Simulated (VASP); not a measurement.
# Si3N4 (Fd-3m) in VASP: further runs, part 3 of 3

VASP 6.6.1. The steps go on from the part before.

## Step 5: Single point, PBEsol (cell and atoms relaxed tightly for response)

INCAR reads:

```
SYSTEM = Si3N4
PREC = Accurate
ENCUT = 520
EDIFF = 1E-7
ISMEAR = 0
SIGMA = 0.01
LREAL = .FALSE.
LASPH = .TRUE.
NELM = 100
ALGO = Fast
ISIF = 2
LWAVE = .FALSE.
LCHARG = .FALSE.
GGA = PS
NBANDS = 45
```

KPOINTS reads:

```
Automatic mesh
0
G
  6 6 6
  0 0 0
```

POSCAR reads:

```
Si3N4
1.0
    0.0000000000      3.8718061675      3.8718061675
    3.8718061675      0.0000000000      3.8718061675
    3.8718061675      3.8718061675      0.0000000000
Si N
6 8
Direct
    0.1250000000      0.1250000000      0.6250000000
    0.1250000000      0.6250000000      0.1250000000
    0.6250000000      0.1250000000      0.1250000000
    0.1250000000      0.1250000000      0.1250000000
    0.7500000000      0.7500000000      0.7500000000
    0.5000000000      0.5000000000      0.5000000000
    0.3675508603      0.3675508603      0.3675508603
    0.3526525810      0.8824491397      0.8824491397
    0.8824491397      0.8824491397      0.3526525810
    0.8824491397      0.3526525810      0.8824491397
    0.3675508603      0.3675508603      0.8973474190
    0.3675508603      0.8973474190      0.3675508603
    0.8824491397      0.8824491397      0.8824491397
    0.8973474190      0.3675508603      0.3675508603
```

Started as:

```
$ cat potpaw_PBE.64/Si/POTCAR potpaw_PBE.64/N/POTCAR > POTCAR
$ mpirun -np 1 vasp_std > vasp.out
```

Wall time 67 s (1 thread of Intel Xeon 6975P-C (Granite Rapids), shared host); peak memory 0.26 GiB.

The run converged. Its results:

```
Free energy            : -119.2918 eV
Pressure               : 0.3 GPa
Largest force          : 0.009 eV/Å
Band gap on the k mesh : 3.28 eV, indirect (least direct gap 3.32 eV)
```

Forces in eV/Å, atoms in the order of the input:
```
Si   0.000  0.000  0.000
Si   0.000  0.000  0.000
Si   0.000  0.000  0.000
Si   0.000  0.000  0.000
Si   0.000  0.000  0.000
Si   0.000  0.000  0.000
N    0.005  0.005  0.005
N   -0.005  0.005  0.005
N    0.005  0.005 -0.005
N    0.005 -0.005  0.005
N   -0.005 -0.005  0.005
N   -0.005  0.005 -0.005
N   -0.005 -0.005 -0.005
N    0.005 -0.005 -0.005
```

Levels at points of the mesh, in eV from the valence-band top:
| k point | band 30 | band 31 | band 32 | band 33 | band 34 | band 35 |
| --- | --- | --- | --- | --- | --- | --- |
| (0.00, 0.00, 0.00) | -0.04 | -0.04 | -0.04 | 3.28 | 3.28 | 3.28 |
| (0.50, 0.00, 0.00) | -0.48 | -0.36 | -0.36 | 4.87 | 5.66 | 5.66 |
| (0.50, 0.50, 0.00) | -1.13 | -0.46 | -0.46 | 6.59 | 6.59 | 6.91 |

Caveat: the PAW data sets were made with another functional, which shifts forces and pressure a little. A k mesh can miss the band edges.

## Step 6: Relaxation of cell and atoms, PBEsol (cell and atoms relaxed tightly for response)

INCAR reads:

```
SYSTEM = Si3N4
ALGO     = Fast           ! electronic algorithm
EDIFF    = 1E-6           ! SCF threshold, eV
EDIFFG   = -0.001         ! ionic threshold
ENCUT    = 600            ! plane-wave cutoff, eV
GGA      = PS             ! functional
IBRION   = 2              ! ionic algorithm
ISIF     = 3              ! what is computed and relaxed
ISMEAR   = 0              ! smearing method
LASPH    = .True.         ! aspherical terms in the spheres
LCHARG   = .False.        ! write CHGCAR
LREAL    = .False.        ! projectors in reciprocal space
LWAVE    = .False.        ! write WAVECAR
NELM     = 100            ! most SCF steps
NSW      = 80             ! ionic steps
PREC     = Accurate       ! precision mode
SIGMA    = 0.01           ! smearing width, eV
```

KPOINTS reads:

```
k-points
0
Gamma
  6 6 6
  0 0 0
```

POSCAR reads:

```
Si3N4
1.0
    0.0000000000      3.8719790554      3.8719790554
    3.8719790554      0.0000000000      3.8719790554
    3.8719790554      3.8719790554      0.0000000000
Si N
6 8
Direct
    0.1250000000      0.1250000000      0.6250000000
    0.1250000000      0.6250000000      0.1250000000
    0.6250000000      0.1250000000      0.1250000000
    0.1250000000      0.1250000000      0.1250000000
    0.7500000000      0.7500000000      0.7500000000
    0.5000000000      0.5000000000      0.5000000000
    0.3675496348      0.3675496348      0.3675496348
    0.3526489044      0.8824503652      0.8824503652
    0.8824503652      0.8824503652      0.3526489044
    0.8824503652      0.3526489044      0.8824503652
    0.3675496348      0.3675496348      0.8973510956
    0.3675496348      0.8973510956      0.3675496348
    0.8824503652      0.8824503652      0.8824503652
    0.8973510956      0.3675496348      0.3675496348
```

Potentials or basis: VASP PAW PBE potentials, release 64 (Si, N).

Started as:

```
$ cat potpaw_PBE.64/Si/POTCAR potpaw_PBE.64/N/POTCAR > POTCAR
$ mpirun -np 1 vasp_std > vasp.out
```

Wall time 2.3 min (1 thread of Intel Xeon 6975P-C (Granite Rapids), shared host); peak memory 0.36 GiB.

The run converged. Its results:

```yaml
Free_energy: -119.3056 eV
Relaxed_volume: 8.30 Å³/atom
Relaxed_cell: a = 5.477 Å, b = 5.477 Å, c = 5.477 Å, α = 60.00°, β = 60.00°, γ = 60.00°
Space_group_after_relaxing_to_0.05_Å: Fd-3m (No. 227)
Energy_gained_by_relaxing: 0.0 meV/atom
Ionic_steps: 5
Pressure_after_relaxing: 0.0 GPa
Band_gap_on_the_k_mesh: 3.28 eV, indirect (least direct gap 3.31 eV)
```

Final structure:
```
Si N
1.0
     0.00000    3.87264    3.87264
     3.87264    0.00000    3.87264
     3.87264    3.87264    0.00000
Si N
6 8
Direct
  0.12500 0.12500 0.62500
  0.12500 0.62500 0.12500
  0.62500 0.12500 0.12500
  0.12500 0.12500 0.12500
  0.75000 0.75000 0.75000
  0.50000 0.50000 0.50000
  0.36756 0.36756 0.36756
  0.35267 0.88244 0.88244
  0.88244 0.88244 0.35267
  0.88244 0.35267 0.88244
  0.36756 0.36756 0.89733
  0.36756 0.89733 0.36756
  0.88244 0.88244 0.88244
  0.89733 0.36756 0.36756
```

Levels at points of the mesh, in eV from the valence-band top:
```csv
k point,band 30,band 31,band 32,band 33,band 34,band 35
"(0.00, 0.00, 0.00)",-0.04,-0.04,-0.04,3.28,3.28,3.28
"(0.50, 0.00, 0.00)",-0.48,-0.36,-0.36,4.86,5.66,5.66
"(0.50, 0.50, 0.00)",-1.13,-0.46,-0.46,6.58,6.58,6.91
```

Caveat: the PAW data sets were made with another functional, which shifts forces and pressure a little. A k mesh can miss the band edges.

## Step 7: The runs side by side

```csv
task,cell,k mesh,cutoff (eV),smearing,gap on the mesh (eV),pressure (GPa),relaxed volume (Å³/atom),largest force (eV/Å)
single point,"Fd-3m, 8.29 Å³/atom",6 × 6 × 6,520,gaussian 0.02 eV,3.28,0.3,-,0.01
relaxation of cell and atoms,relaxed,6 × 6 × 6,600,gaussian 0.02 eV,3.28,0.1,8.29,-
single point,"Fd-3m, 8.43 Å³/atom",4 × 4 × 4,520,gaussian 0.1 eV,3.24,-4.8,-,0.06
single point,cell and atoms relaxed tightly for response,6 × 6 × 6,520,gaussian 0.01 eV,3.28,0.3,-,0.01
relaxation of cell and atoms,relaxed from: cell and atoms relaxed tightly for response,6 × 6 × 6,600,gaussian 0.01 eV,3.28,0.0,8.30,-
```

Alike in all rows: level PBEsol; potentials or basis VASP PAW PBE potentials, release 64 (Si, N); no spin polarisation.

Caveats: the PAW data sets were made with another functional, which shifts forces and pressure a little.

Total energies depend on the potentials used, so only differences within one code and one set of settings carry meaning.

## Step 8: How close it comes

Step 2. A measured gap of Si3N4 is 4.3 eV (optical; powder; quoted in “Photoluminescence and electronic transitions in cubic silicon nitride”, 2016, pmc:4698759); the calculated 3.28 eV misses it by -1.02 eV. 2 values of this kind are on record (4.3 to 4.8 eV); this one was drawn at random, those with a stated uncertainty first. The value is that of PBEsol on a finite k mesh, which can miss the band edges, without temperature or zero-point motion. Semilocal functionals fall short of measured gaps as a rule. The cell is a database's relaxed one, not the measured one, which moves gaps too.

Step 4. Measured gap of Si3N4: 4.3 eV (optical; powder; quoted in “Photoluminescence and electronic transitions in cubic silicon nitride”, 2016, pmc:4698759). This calculation gives 3.24 eV (-1.06 eV). 2 values of this kind are on record (4.3 to 4.8 eV); this one was drawn at random, those with a stated uncertainty first. The value is that of PBEsol on a finite k mesh, which can miss the band edges, without temperature or zero-point motion. Semilocal functionals fall short of measured gaps as a rule. The cell is a database's relaxed one, not the measured one, which moves gaps too.
